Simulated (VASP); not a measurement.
Method: PBE GGA, VASP's PBE PAW potentials (set 64) (plane waves; VASP).

A VASP calculation is set up with these files.

### KPOINTS
```
Automatic mesh
0
Gamma
5 5 5
0 0 0
```

**INCAR**
```
! general
SYSTEM   =  FeSi
PREC     =  Accurate
ENCUT    =  500
LREAL    =  .FALSE.
LASPH    =  .TRUE.

! electronic loop
EDIFF    =  1E-6
NELM     =  100
ALGO     =  Normal
LMAXMIX  =  4

! smearing
ISMEAR   =  0
SIGMA    =  0.05

! functional
GGA      =  PE

! ions
IBRION   =  2
NSW      =  40
ISIF     =  3
EDIFFG   =  -0.02
PSTRESS  =  450

! output
LWAVE    =  .FALSE.
LCHARG   =  .FALSE.
```

File POSCAR:
```
FeSi
1
    4.2366880131     0.0000000000    -0.0000000000
    0.0000000000     4.2366880131     0.0000000000
    0.0000000000     0.0000000000     4.2366880131
Fe Si
4 4
Direct
  0.8586911793   0.6413088207   0.3586911793
  0.3586911793   0.8586911793   0.6413088207
  0.1413088207   0.1413088207   0.1413088207
  0.6413088207   0.3586911793   0.8586911793
  0.1569697146   0.3430302854   0.6569697146
  0.6569697146   0.1569697146   0.3430302854
  0.8430302854   0.8430302854   0.8430302854
  0.3430302854   0.6569697146   0.1569697146
```

POTCAR, in this order: Fe Si (PBE.64 set). Program: vasp_std.

Output of the run:

### OUTCAR
```
 ion  position               nearest neighbor table
   1  0.859  0.641  0.359-   5 2.19   6 2.22   8 2.22   7 2.22   6 2.35   7 2.35   8 2.35   2 2.60
                             4 2.60   3 2.60   3 2.60   2 2.60   4 2.60
   2  0.359  0.859  0.641-   6 2.19   5 2.22   7 2.22   8 2.22   8 2.35   5 2.35   7 2.35   1 2.60
                             3 2.60   4 2.60   3 2.60   1 2.60   4 2.60
   3  0.141  0.141  0.141-   7 2.19   6 2.22   8 2.22   5 2.22   8 2.35   5 2.35   6 2.35   2 2.60
                             4 2.60   1 2.60   2 2.60   1 2.60   4 2.60
   4  0.641  0.359  0.859-   8 2.19   7 2.22   5 2.22   6 2.22   5 2.35   6 2.35   7 2.35   1 2.60
                             1 2.60   2 2.60   2 2.60   3 2.60   3 2.60
   5  0.157  0.343  0.657-   1 2.19   2 2.22   4 2.22   3 2.22   2 2.35   3 2.35   4 2.35   8 2.62
                             6 2.62   8 2.62   7 2.62   7 2.62   6 2.62
   6  0.657  0.157  0.343-   2 2.19   1 2.22   3 2.22   4 2.22   4 2.35   1 2.35   3 2.35   8 2.62
                             7 2.62   5 2.62   8 2.62   7 2.62   5 2.62
   7  0.843  0.843  0.843-   3 2.19   2 2.22   4 2.22   1 2.22   4 2.35   1 2.35   2 2.35   5 2.62
                             6 2.62   8 2.62   6 2.62   5 2.62   8 2.62
   8  0.343  0.657  0.157-   4 2.19   3 2.22   1 2.22   2 2.22   1 2.35   2 2.35   3 2.35   7 2.62
                             5 2.62   5 2.62   6 2.62   6 2.62   7 2.62
  LATTYP: Found a simple cubic cell.
 ALAT       =     4.2366880131
 Subroutine PRICEL returns:
 Original cell was already a primitive cell.
 Subroutine GETGRP returns: Found 12 space group operations
The static configuration has the point symmetry C_3 .
 The point group associated with its full space group is T   .
The dynamic configuration has the point symmetry C_3 .
 Subroutine INISYM returns: Found 12 space group operations
 Subroutine IBZKPT returns following result:
 Found     11 irreducible k-points:

 Following reciprocal coordinates:
            Coordinates               Weight
  0.000000  0.000000  0.000000      1.000000
  0.200000  0.000000  0.000000      6.000000
  0.400000  0.000000  0.000000      6.000000
  0.200000  0.200000  0.000000     12.000000
  0.400000  0.200000  0.000000     12.000000
 -0.200000  0.400000  0.000000     12.000000
  0.400000  0.400000  0.000000     12.000000
  0.200000  0.200000  0.200000      8.000000
  0.400000  0.200000  0.200000     24.000000
...
```

OSZICAR:
```
       N       E                     dE             d eps       ncg     rms          rms(c)
DAV:   1     0.374591160660E+03    0.37459E+03   -0.20019E+04   638   0.188E+03
DAV:   2    -0.244346568188E+02   -0.39903E+03   -0.38725E+03   638   0.428E+02
DAV:   3    -0.631103329470E+02   -0.38676E+02   -0.35211E+02   838   0.153E+02
DAV:   4    -0.648929607795E+02   -0.17826E+01   -0.17584E+01   919   0.383E+01
DAV:   5    -0.649298629641E+02   -0.36902E-01   -0.36883E-01   988   0.482E+00    0.385E+01
DAV:   6    -0.660142083689E+02   -0.10843E+01   -0.18325E+02   952   0.159E+02    0.238E+01
DAV:   7    -0.577687381677E+02    0.82455E+01   -0.70351E+01   957   0.110E+02    0.111E+01
DAV:   8    -0.573710005975E+02    0.39774E+00   -0.31006E+00   927   0.176E+01    0.255E+00
DAV:   9    -0.573169366670E+02    0.54064E-01   -0.23692E-01  1002   0.490E+00    0.943E-01
DAV:  10    -0.573087519383E+02    0.81847E-02   -0.84902E-03   850   0.805E-01    0.196E-01
DAV:  11    -0.573085996408E+02    0.15230E-03   -0.22201E-03  1002   0.489E-01    0.978E-02
DAV:  12    -0.573085778039E+02    0.21837E-04   -0.69750E-05   930   0.908E-02    0.519E-02
DAV:  13    -0.573085635225E+02    0.14281E-04   -0.65550E-05  1007   0.732E-02    0.144E-02
DAV:  14    -0.573085636139E+02   -0.91415E-07   -0.24786E-06   524   0.202E-02
   1 F= -.35949541E+02 E0= -.35949419E+02  d E =-.359495E+02
```

OUTCAR:
```
------------------------ aborting loop because EDIFF is reached ----------------------------------------
  FORCE on cell =-STRESS in cart. coord.  units (eV):
  Direction    XX          YY          ZZ          XY          YZ          ZX
  --------------------------------------------------------------------------------------
  Total       21.4598464     21.4598464     21.4598464      0.0000000      0.0000000     -0.0000000
  in kB      452.1241856    452.1241856    452.1241856      0.0000000      0.0000000     -0.0000000
  external PRESSURE =       2.1241856 kB  Pullay stress =     450.0000000 kB
  volume of cell :       76.05
      direct lattice vectors                 reciprocal lattice vectors
     4.236688013  0.000000000  0.000000000     0.236033429  0.000000000  0.000000000
     0.000000000  4.236688013  0.000000000     0.000000000  0.236033429  0.000000000
     0.000000000  0.000000000  4.236688013     0.000000000  0.000000000  0.236033429
 POSITION                                       TOTAL-FORCE (eV/Angst)
 -----------------------------------------------------------------------------------
      3.63801      2.71703      1.51966        -0.002929      0.002929     -0.002929
      1.51966      3.63801      2.71703        -0.002929     -0.002929      0.002929
      0.59868      0.59868      0.59868         0.002929      0.002929      0.002929
      2.71703      1.51966      3.63801         0.002929     -0.002929     -0.002929
      0.66503      1.45331      2.78338         0.000104     -0.000104      0.000104
      2.78338      0.66503      1.45331         0.000104      0.000104     -0.000104
      3.57166      3.57166      3.57166        -0.000104     -0.000104     -0.000104
      1.45331      2.78338      0.66503        -0.000104      0.000104      0.000104
 -----------------------------------------------------------------------------------
    total drift:                                0.000000      0.000000     -0.000000
  FREE ENERGIE OF THE ION-ELECTRON SYSTEM (eV)
  ---------------------------------------------------
  free  energy   TOTEN  =       -57.3085636139 eV

  energy  without entropy=      -57.3083197361  energy(sigma->0) =      -57.30844168
  enthalpy is  TOTEN    =       -35.9495406121 eV   P V=       21.3590230018

 reached required accuracy - stopping structural energy minimisation
```
(Selected blocks of OUTCAR.)

### OUTCAR
```
 val. band max:       11.7147462224   @ k =   0.2000   0.2000   0.0000

 cond. band min:      11.9021363886   @ k =   0.4000   0.2000   0.0000


 Fermi energy:        11.8104458204

 k-point     1 :       0.0000    0.0000    0.0000
  band No.  band energies     occupation
      1      -2.7153      2.00000
      2       3.1233      2.00000
      3       3.1233      2.00000
      4       3.1233      2.00000
      5       6.0391      2.00000
      6       6.0391      2.00000
      7       6.0391      2.00000
      8       7.6432      2.00000
      9       7.6432      2.00000
     10       7.6432      2.00000
     11       8.2789      2.00000
     12       8.4620      2.00000
     13       8.4620      2.00000
     14       8.8484      2.00000
     15       8.8484      2.00000
     16       8.8484      2.00000
     17       9.4931      2.00000
     18       9.4931      2.00000
     19       9.4931      2.00000
     20      11.3728      2.00000
     21      11.3728      2.00000
     22      11.3728      2.00000
     23      11.6493      1.99999
     24      11.6494      1.99999
     25      12.5448      0.00000
     26      12.5448      0.00000
     27      12.5448      0.00000
     28      15.5186      0.00000
     29      15.5186      0.00000

 k-point     2 :       0.2000    0.0000    0.0000
  band No.  band energies     occupation
      1      -2.3837      2.00000
      2       1.7340      2.00000
      3       3.2979      2.00000
      4       4.0524      2.00000
      5       5.2911      2.00000
      6       6.2126      2.00000
      7       6.6099      2.00000
      8       7.0388      2.00000
      9       7.0892      2.00000
     10       8.0731      2.00000
     11       8.5219      2.00000
     12       8.6159      2.00000
     13       8.7771      2.00000
     14       8.8273      2.00000
     15       8.8802      2.00000
     16       8.8909      2.00000
     17       9.3753      2.00000
     18       9.4377      2.00000
     19       9.8542      2.00000
...
```

The compound is FeSi in the B20 structure. It was relaxed first under an external pressure of 45 GPa. The run is not spin-polarised, so no magnetic state was tried.
